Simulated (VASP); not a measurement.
All values below come from r2SCAN meta-GGA, VASP's PBE PAW potentials (set 64) (plane waves; VASP 6.6.1).

VASP ran on this input.

**KPOINTS**
```
Automatic mesh
0
Gamma
12 12 4
0 0 0
```

**POSCAR**
```
CoAl
1
    2.7168600623     0.0000000000     0.0000000000
   -1.3584300311     2.3528698005     0.0000000000
   -0.0000000000    -0.0000000000     7.4420597453
Co Al
2 2
Direct
  0.0000000000   0.0000000000   0.0000000000
  0.0000000000   0.0000000000   0.5000000000
  0.3333330000   0.6666670000   0.2500000000
  0.6666670000   0.3333330000   0.7500000000
```

### INCAR
```
SYSTEM=CoAl
PREC=Accurate; ENCUT=400; LREAL=.FALSE.
LASPH=.TRUE.
EDIFF=1E-6; NELM=100; ALGO=Normal
LMAXMIX=4; LMIXTAU=.TRUE.
ISMEAR=1; SIGMA=0.1
METAGGA=R2SCAN
MAGMOM=2*3.0 2*0.0
ISPIN=2
IBRION=2; NSW=60; ISIF=3
EDIFFG=-0.02
LWAVE=.FALSE.; LCHARG=.FALSE.; LORBIT=10
```

POTCAR, in this order: Co Al (PBE.64 set). Program: vasp_std.

The run wrote:

OSZICAR:
```
       N       E                     dE             d eps       ncg     rms          rms(c)
DAV:   1     0.889906445531E+02    0.88991E+02   -0.88716E+03  4348   0.116E+03
DAV:   2    -0.415515239958E+02   -0.13054E+03   -0.12372E+03  4374   0.254E+02
DAV:   3    -0.466394946941E+02   -0.50880E+01   -0.49664E+01  5065   0.643E+01
DAV:   4    -0.467544420762E+02   -0.11495E+00   -0.11471E+00  5485   0.852E+00
DAV:   5    -0.467588120443E+02   -0.43700E-02   -0.43694E-02  5570   0.154E+00    0.213E+01
DAV:   6    -0.511106536275E+02   -0.43518E+01   -0.77552E+01  4783   0.158E+02    0.332E+01
DAV:   7    -0.410409474424E+02    0.10070E+02   -0.37098E+01  4939   0.882E+01    0.425E+00
DAV:   8    -0.408815945927E+02    0.15935E+00   -0.14587E+00  5901   0.148E+01    0.278E+00
DAV:   9    -0.409424137653E+02   -0.60819E-01   -0.14787E-01  5304   0.496E+00    0.163E+00
DAV:  10    -0.409493309350E+02   -0.69172E-02   -0.16431E-02  5756   0.129E+00    0.755E-01
DAV:  11    -0.409491987548E+02    0.13218E-03   -0.45001E-03  5518   0.680E-01    0.313E-01
DAV:  12    -0.409497648968E+02   -0.56614E-03   -0.15557E-03  5050   0.385E-01    0.117E-01
DAV:  13    -0.409499340368E+02   -0.16914E-03   -0.16337E-04  4878   0.138E-01    0.502E-02
DAV:  14    -0.409499727974E+02   -0.38761E-04   -0.94558E-05  5642   0.129E-01    0.194E-02
DAV:  15    -0.409499980341E+02   -0.25237E-04   -0.11252E-05  4849   0.380E-02    0.136E-02
DAV:  16    -0.409499973563E+02    0.67772E-06   -0.42724E-06  3885   0.289E-02
   1 F= -.40949997E+02 E0= -.40949507E+02  d E =-.409500E+02  mag=     1.7431
       N       E                     dE             d eps       ncg     rms          rms(c)
DAV:   1    -0.411752005258E+02   -0.22520E+00   -0.33090E+00  4866   0.234E+01    0.387E+00
DAV:   2    -0.413478579006E+02   -0.17266E+00   -0.28900E+00  4964   0.292E+01    0.501E+00
DAV:   3    -0.409739781028E+02    0.37388E+00   -0.11025E+00  4770   0.188E+01    0.791E-01
DAV:   4    -0.409734426088E+02    0.53549E-03   -0.33455E-02  4738   0.151E+00    0.474E-01
DAV:   5    -0.409719030330E+02    0.15396E-02   -0.38158E-03  5858   0.854E-01    0.176E-01
DAV:   6    -0.409722497162E+02   -0.34668E-03   -0.64488E-04  5912   0.254E-01    0.147E-01
DAV:   7    -0.409728390788E+02   -0.58936E-03   -0.27178E-03  5994   0.541E-01    0.859E-02
DAV:   8    -0.409731408646E+02   -0.30179E-03   -0.16429E-03  6402   0.365E-01    0.468E-02
DAV:   9    -0.409732282109E+02   -0.87346E-04   -0.27399E-04  6431   0.137E-01    0.343E-02
DAV:  10    -0.409733220273E+02   -0.93816E-04   -0.75927E-04  6286   0.253E-01    0.191E-02
DAV:  11    -0.409733523235E+02   -0.30296E-04   -0.34707E-04  6407   0.152E-01    0.124E-02
DAV:  12    -0.409733570176E+02   -0.46941E-05   -0.13748E-04  6345   0.968E-02    0.654E-03
DAV:  13    -0.409733501319E+02    0.68856E-05   -0.10810E-05  4548   0.301E-02    0.317E-03
DAV:  14    -0.409733497305E+02    0.40141E-06   -0.23570E-06  2247   0.141E-02
   2 F= -.40973350E+02 E0= -.40973345E+02  d E =-.233524E-01  mag=     1.9747
       N       E                     dE             d eps       ncg     rms          rms(c)
DAV:   1    -0.409741366664E+02   -0.78653E-03   -0.11248E-02  4866   0.134E+00    0.222E-01
DAV:   2    -0.409745937941E+02   -0.45713E-03   -0.87345E-03  4962   0.166E+00    0.283E-01
DAV:   3    -0.409734595335E+02    0.11343E-02   -0.34769E-03  4741   0.107E+00    0.469E-02
DAV:   4    -0.409734623788E+02   -0.28453E-05   -0.10368E-04  4912   0.864E-02    0.303E-02
DAV:   5    -0.409734460726E+02    0.16306E-04   -0.16299E-05  5491   0.559E-02    0.104E-02
DAV:   6    -0.409734487201E+02   -0.26475E-05   -0.16957E-05  3941   0.373E-02    0.842E-03
DAV:   7    -0.409734490835E+02   -0.36342E-06   -0.15252E-05  3986   0.388E-02    0.458E-03
DAV:   8    -0.409734507706E+02   -0.16871E-05   -0.79841E-06  2711   0.250E-02    0.284E-03
DAV:   9    -0.409734506263E+02    0.14425E-06   -0.46586E-06  2807   0.163E-02
   3 F= -.40973451E+02 E0= -.40973405E+02  d E =-.234533E-01  mag=     1.9643
       N       E                     dE             d eps       ncg     rms          rms(c)
DAV:   1    -0.410065862723E+02   -0.33136E-01   -0.42471E-01  4882   0.900E+00    0.154E+00
DAV:   2    -0.410284716156E+02   -0.21885E-01   -0.41606E-01  4744   0.115E+01    0.193E+00
DAV:   3    -0.409758762540E+02    0.52595E-01   -0.16210E-01  4768   0.729E+00    0.296E-01
DAV:   4    -0.409756682828E+02    0.20797E-03   -0.47342E-03  4771   0.522E-01    0.194E-01
DAV:   5    -0.409752961591E+02    0.37212E-03   -0.61934E-04  5646   0.392E-01    0.657E-02
DAV:   6    -0.409753429318E+02   -0.46773E-04   -0.92129E-05  6237   0.117E-01    0.513E-02
DAV:   7    -0.409753911001E+02   -0.48168E-04   -0.11800E-04  5646   0.152E-01    0.343E-02
DAV:   8    -0.409753904622E+02    0.63791E-06   -0.64103E-05  6232   0.844E-02    0.194E-02
DAV:   9    -0.409753883351E+02    0.21271E-05   -0.45939E-05  6013   0.644E-02    0.868E-03
DAV:  10    -0.409753916428E+02   -0.33077E-05   -0.18439E-05  3705   0.375E-02    0.693E-03
DAV:  11    -0.409753943413E+02   -0.26985E-05   -0.50819E-05  5991   0.627E-02    0.365E-03
DAV:  12    -0.409753960108E+02   -0.16696E-05   -0.17288E-05  3699   0.355E-02    0.236E-03
DAV:  13    -0.409753974735E+02   -0.14626E-05   -0.66182E-06  3280   0.212E-02    0.851E-04
DAV:  14    -0.409753985674E+02   -0.10940E-05   -0.79124E-07  2193   0.740E-03    0.587E-04
DAV:  15    -0.409753989300E+02   -0.36255E-06   -0.78597E-08  2190   0.316E-03
   4 F= -.40975399E+02 E0= -.40975193E+02  d E =-.194830E-02  mag=     1.8964
```

**OUTCAR**
```
------------------------ aborting loop because EDIFF is reached ----------------------------------------
  FORCE on cell =-STRESS in cart. coord.  units (eV):
  Direction    XX          YY          ZZ          XY          YZ          ZX
  --------------------------------------------------------------------------------------
  Total        0.0536198      0.0536198     -0.0181466      0.0000000      0.0000000      0.0000000
  in kB        1.7861048      1.7861047     -0.6044750      0.0000000      0.0000000      0.0000000
  external PRESSURE =       0.9892448 kB  Pullay stress =       0.0000000 kB
  volume of cell :       48.10
      direct lattice vectors                 reciprocal lattice vectors
     2.699256796 -0.000000000  0.000000000     0.370472347  0.213892312 -0.000000000
    -1.349628398  2.337624926 -0.000000000     0.000000000  0.427784624 -0.000000000
    -0.000000000  0.000000000  7.622714187     0.000000000  0.000000000  0.131186868
 POSITION                                       TOTAL-FORCE (eV/Angst)
 -----------------------------------------------------------------------------------
      0.00000      0.00000      0.00000        -0.000000      0.000000     -0.000000
      0.00000      0.00000      3.81136        -0.000000     -0.000000     -0.000000
     -0.00000      1.55842      1.90568         0.000000     -0.000000      0.000000
      1.34963      0.77921      5.71704        -0.000000      0.000000      0.000000
 -----------------------------------------------------------------------------------
    total drift:                                0.000000     -0.000000     -0.000000
  FREE ENERGIE OF THE ION-ELECTRON SYSTEM (eV)
  ---------------------------------------------------
  free  energy   TOTEN  =       -40.9753989300 eV

  energy  without entropy=      -40.9747820345  energy(sigma->0) =      -40.97519330

 total charge

# of ion       s       p       d       tot
------------------------------------------
    1        0.459   0.535   7.374   8.368
    2        0.459   0.535   7.374   8.368
    3        0.419   0.447   0.000   0.866
    4        0.419   0.447   0.000   0.866
--------------------------------------------------
tot          1.756   1.964  14.748  18.468

 magnetization (x)

# of ion       s       p       d       tot
------------------------------------------
    1       -0.002  -0.014   1.090   1.074
    2       -0.002  -0.014   1.090   1.074
    3       -0.004  -0.017   0.000  -0.021
    4       -0.004  -0.017   0.000  -0.021
--------------------------------------------------
tot         -0.010  -0.061   2.179   2.108

 reached required accuracy - stopping structural energy minimisation
```
(Selected blocks of OUTCAR.)

**CONTCAR**
```
CoAl
   1.00000000000000
     2.6992567963445198   -0.0000000000003731    0.0000000000000000
    -1.3496283981229069    2.3376249256136488   -0.0000000000000000
    -0.0000000000000000    0.0000000000000000    7.6227141869560340
  Co              Al
     2     2
Direct
     0.0000000000000000    0.0000000000000000    0.0000000000000000
     0.0000000000000000    0.0000000000000000    0.5000000000000000
     0.3333330000000032    0.6666669999999968    0.2500000000000000
     0.6666669999999968    0.3333330000000032    0.7500000000000000
```

OUTCAR:
```
 val. band max:        9.9144964608   @ k =   0.2500   0.2500   0.2500

 cond. band min:       9.9185949150   @ k =   0.4167   0.1667   0.5000


 Fermi energy:         9.9180882235

 spin component 1

 k-point     1 :       0.0000    0.0000    0.0000
  band No.  band energies     occupation
      1      -1.5318      1.00000
      2       0.3593      1.00000
      3       2.3946      1.00000
      4       5.9561      1.00000
      5       7.3207      1.00000
      6       7.4146      1.00000
      7       7.4149      1.00000
      8       7.4259      1.00000
      9       7.4262      1.00000
     10       8.4217      1.00000
     11       8.4624      1.00000
     12       8.4624      1.00000
     13       8.5448      1.00000
     14       8.5448      1.00000
     15      13.3933      0.00000
     16      20.5635      0.00000
     17      24.0629      0.00000
     18      24.0630      0.00000
     19      25.3804      0.00000

 k-point     2 :       0.0833    0.0000    0.0000
  band No.  band energies     occupation
      1      -1.3314      1.00000
      2       0.5290      1.00000
      3       2.6039      1.00000
      4       6.0664      1.00000
      5       7.3442      1.00000
      6       7.3443      1.00000
      7       7.3769      1.00000
      8       7.4954      1.00000
      9       7.5069      1.00000
     10       7.7922      1.00000
     11       8.4017      1.00000
     12       8.4358      1.00000
     13       8.5217      1.00000
     14       9.3369      1.00000
     15      13.4614      0.00000
     16      20.5438      0.00000
     17      22.0128      0.00000
     18      22.9201      0.00000
     19      23.0521      0.00000

 k-point     3 :       0.1667   -0.0000    0.0000
  band No.  band energies     occupation
      1      -0.7369      1.00000
      2       1.0309      1.00000
      3       3.2152      1.00000
      4       6.3406      1.00000
      5       7.1650      1.00000
...
```

The structure was generated: CoAl was put into the NiAs type type (P6_3/mmc), which need not be its known phase. This run relaxes it. Symmetry was kept, so distortions that lower it aren't found. The start is the result of an earlier pass.
